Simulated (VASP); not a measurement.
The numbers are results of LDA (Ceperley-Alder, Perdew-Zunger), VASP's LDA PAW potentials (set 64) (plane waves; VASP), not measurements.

VASP ran on this input.

File POSCAR:
```
FeP2
1.0
  4.8903216198   0.0000000000   0.0000000000
  0.0000000000   5.5453056365   0.0000000000
  0.0000000000   0.0000000000   2.6706031779
Fe P
2 4
Cart
  2.4451608099   2.7726528183   1.3353015889
  0.0000000000   0.0000000000   0.0000000000
  1.6044397118   4.8065993757   1.3353015889
  3.2858819080   0.7387062608   1.3353015889
  4.0496005217   3.5113590790   0.0000000000
  0.8407210981   2.0339465575   0.0000000000
```

**INCAR**
```
SYSTEM = FeP2
PREC = Accurate
ENCUT = 400
EDIFF = 1E-7
NELM = 100
ALGO = Normal
LREAL = .FALSE.
LASPH = .TRUE.
ISMEAR = 0
SIGMA = 0.05
LMAXMIX = 4
LWAVE = .FALSE.
LCHARG = .FALSE.
LORBIT = 11
ICHARG = 11
```

**KPOINTS**
```
k-points along high-symmetry lines
7
Line-mode
Reciprocal
  0.000000   0.000000   0.000000 ! GAMMA
  0.500000   0.000000   0.000000 ! X

  0.500000   0.000000   0.000000 ! X
  0.500000   0.500000   0.000000 ! S

  0.500000   0.500000   0.000000 ! S
  0.000000   0.500000   0.000000 ! Y

  0.000000   0.500000   0.000000 ! Y
  0.000000   0.000000   0.000000 ! GAMMA

  0.000000   0.000000   0.000000 ! GAMMA
  0.000000   0.000000   0.500000 ! Z

  0.000000   0.000000   0.500000 ! Z
  0.500000   0.000000   0.500000 ! U

  0.500000   0.000000   0.500000 ! U
  0.500000   0.500000   0.500000 ! R

  0.500000   0.500000   0.500000 ! R
  0.000000   0.500000   0.500000 ! T

  0.000000   0.500000   0.500000 ! T
  0.000000   0.000000   0.500000 ! Z

  0.500000   0.000000   0.000000 ! X
  0.500000   0.000000   0.500000 ! U

  0.000000   0.500000   0.000000 ! Y
  0.000000   0.500000   0.500000 ! T

  0.500000   0.500000   0.000000 ! S
  0.500000   0.500000   0.500000 ! R
```

POTCAR, in this order: Fe P (LDA.64 set). Program: vasp_std. Read from the step before: CHGCAR.

What VASP printed:

File OUTCAR:
```
 ion  position               nearest neighbor table
   1  0.500  0.500  0.500-   3 2.20   4 2.20   5 2.21   6 2.21   5 2.21   6 2.21
   2  0.000  0.000  0.000-   5 2.20   6 2.20   3 2.21   4 2.21   3 2.21   4 2.21
   3  0.328  0.867  0.500-   1 2.20   2 2.21   2 2.21   4 2.24
   4  0.672  0.133  0.500-   1 2.20   2 2.21   2 2.21   3 2.24
   5  0.828  0.633  0.000-   2 2.20   1 2.21   1 2.21   6 2.24
   6  0.172  0.367  0.000-   2 2.20   1 2.21   1 2.21   5 2.24
  LATTYP: Found a simple orthorhombic cell.
 ALAT       =     2.6706031779
 B/A-ratio  =     1.8311674532
 C/A-ratio  =     2.0764244132
 Subroutine PRICEL returns:
 Original cell was already a primitive cell.
 Subroutine GETGRP returns: Found  8 space group operations
The static configuration has the point symmetry C_2h.
 The point group associated with its full space group is D_2h.
The dynamic configuration has the point symmetry C_2h.
 Subroutine INISYM returns: Found  8 space group operations
   k-points           NKPTS =     84   k-points in BZ     NKDIM =     84   number of bands    NBANDS=     22
   number of dos      NEDOS =    301   number of ions     NIONS =      6
   total plane-waves  NPLWV =  20736
   dimension x,y,z NGX =    32 NGY =   36 NGZ =   18
   dimension x,y,z NGXF=    64 NGYF=   72 NGZF=   36
   ions per type =               2   4
   PREC   = accura    normal or accurate (medium, high low for compatibility)
   ISTART =      0    job   : 0-new  1-cont  2-samecut
   ICHARG =     11    charge: 1-file 2-atom 10-const
   ISPIN  =      1    spin polarized calculation?
   LNONCOLLINEAR =      F non collinear calculations
   LSORBIT =      F    spin-orbit coupling
   INIWAV =      1    electr: 0-lowe 1-rand  2-diag
   ENCUT  =  400.0 eV  29.40 Ry    5.42 a.u.   7.97  9.04  4.36*2*pi/ulx,y,z
   NELM   =    100;   NELMIN=  2; NELMDL= -5     # of ELM steps
   EDIFF  = 0.1E-06   stopping-criterion for ELM
   LREAL  =      F    real-space projection
   NLSPLINE    = F    spline interpolate recip. space projectors
   LMAXMIX     =    4 max onsite mixed and CHGCAR
   VOSKOWN=      0    Vosko Wilk Nusair interpolation
   EDIFFG = 0.1E-05   stopping-criterion for IOM
   NSW    =      0    number of steps for IOM
   NBLOCK =      1;   KBLOCK =      1    inner block; outer block
   IBRION =     -1    ionic relax: 0-MD 1-quasi-New 2-CG
   NFREE  =      0    steps in history (QN), initial steepest desc. (CG)
   ISIF   =      2    stress and relaxation
   ISYM   =      2    0-nonsym 1-usesym 2-fastsym
   TEIN   =    0.0    initial temperature
   TEBEG  =    0.0;   TEEND  =   0.0 temperature during run
   SMASS  =  -3.00    Nose mass-parameter (am)
   PSTRESS=    0.0 pullay stress
   NELECT =      36.0000    total number of electrons
   EFERMI =   0.00;   METHOD = LEGACY
   ISMEAR =     0;   SIGMA  =   0.05  broadening in eV -4-tet -1-fermi 0-gaus
   IALGO  =     38    algorithm
   LDIAG  =      T    sub-space diagonalisation (order eigenvalues)
   IMIX   =      4    mixing-type and parameters
     AMIX     =   0.40;   BMIX     =  1.00
     AMIX_MAG =   1.60;   BMIX_MAG =  1.00
     AMIN     =   0.10
   GGA     = CA    functional components
   VOSKOWN =     0    Vosko Wilk Nusair interpolation
   LHFCALC =     F    Hartree Fock is set to
   LHFONE  =     F    Hartree Fock one center treatment
   AEXX    =    0.0000 exact exchange contribution
   IVDW    =     0    specifies the selected vdW correction
   LEPSILON=     F    determine dielectric tensor
   LRPA    =     F    only Hartree local field effects (RPA)
  energy-cutoff  :      400.00
  volume of cell :       72.42
      direct lattice vectors                 reciprocal lattice vectors
     4.890321620  0.000000000  0.000000000     0.204485528  0.000000000  0.000000000
     0.000000000  5.545305637  0.000000000     0.000000000  0.180332711  0.000000000
     0.000000000  0.000000000  2.670603178     0.000000000  0.000000000  0.374447244
 k-point     1 :   0.0000 0.0000 0.0000  plane waves:    1313
 k-point     2 :   0.0833 0.0000 0.0000  plane waves:    1308
 k-point     3 :   0.1667 0.0000 0.0000  plane waves:    1302
...
```

File OSZICAR:
```
       N       E                     dE             d eps       ncg     rms          rms(c)
DAV:   1     0.223865219232E+03    0.22387E+03   -0.13622E+04  3696   0.142E+03
DAV:   2    -0.241784085453E+02   -0.24804E+03   -0.24218E+03  3696   0.351E+02
DAV:   3    -0.468400329887E+02   -0.22662E+02   -0.21834E+02  5166   0.109E+02
DAV:   4    -0.477613465065E+02   -0.92131E+00   -0.90750E+00  5064   0.229E+01
DAV:   5    -0.477859264139E+02   -0.24580E-01   -0.24574E-01  5110   0.340E+00
DAV:   6    -0.477865933319E+02   -0.66692E-03   -0.66685E-03  5302   0.544E-01
DAV:   7    -0.477866060534E+02   -0.12721E-04   -0.12720E-04  5138   0.681E-02
DAV:   8    -0.477866062317E+02   -0.17836E-06   -0.17948E-06  4832   0.759E-03
DAV:   9    -0.477866062398E+02   -0.80117E-08   -0.78997E-08  3220   0.117E-03
   1 F= -.47786606E+02 E0= -.47786606E+02  d E =-.246637E-09
```

File OUTCAR:
```
 val. band max:        9.0280488869   @ k =   0.0000   0.5000   0.1667

 cond. band min:       9.4231692406   @ k =   0.0000   0.0000   0.2500



 k-point     1 :       0.0000    0.0000    0.0000
  band No.  band energies     occupation
      1      -5.9768      2.00000
      2      -3.0282      2.00000
      3      -1.5060      2.00000
      4      -0.8479      2.00000
      5       2.1744      2.00000
      6       3.2132      2.00000
      7       4.6803      2.00000
      8       4.7428      2.00000
      9       5.5835      2.00000
     10       5.7451      2.00000
     11       6.8662      2.00000
     12       7.3834      2.00000
     13       7.6423      2.00000
     14       7.7161      2.00000
     15       8.2720      2.00000
     16       8.6267      2.00000
     17       8.8536      2.00000
     18       9.0264      2.00000
     19      11.4183      0.00000
     20      11.8437      0.00000
     21      13.8552      0.00000
     22      14.0825      0.00000

 k-point     2 :       0.0833    0.0000    0.0000
  band No.  band energies     occupation
      1      -5.9378      2.00000
      2      -3.0631      2.00000
      3      -1.4928      2.00000
      4      -0.9734      2.00000
      5       2.3824      2.00000
      6       3.1143      2.00000
      7       4.0140      2.00000
      8       5.3852      2.00000
      9       5.7120      2.00000
     10       5.7832      2.00000
     11       6.8791      2.00000
     12       7.3962      2.00000
     13       7.6378      2.00000
     14       7.7091      2.00000
     15       8.2803      2.00000
     16       8.6070      2.00000
     17       8.8510      2.00000
     18       9.0214      2.00000
     19      11.4206      0.00000
     20      11.9084      0.00000
     21      13.8638      0.00000
     22      14.1409      0.00000

 k-point     3 :       0.1667    0.0000    0.0000
  band No.  band energies     occupation
      1      -5.8212      2.00000
      2      -3.1891      2.00000
...
```

The density is held fixed in this step, so its total energy and stress have no physical meaning.

The structure comes from a computed database's FeP2 entry (Pnnm); how it stands against other phases isn't given here. It was relaxed first. The run is not spin-polarised, so no magnetic state was tried.
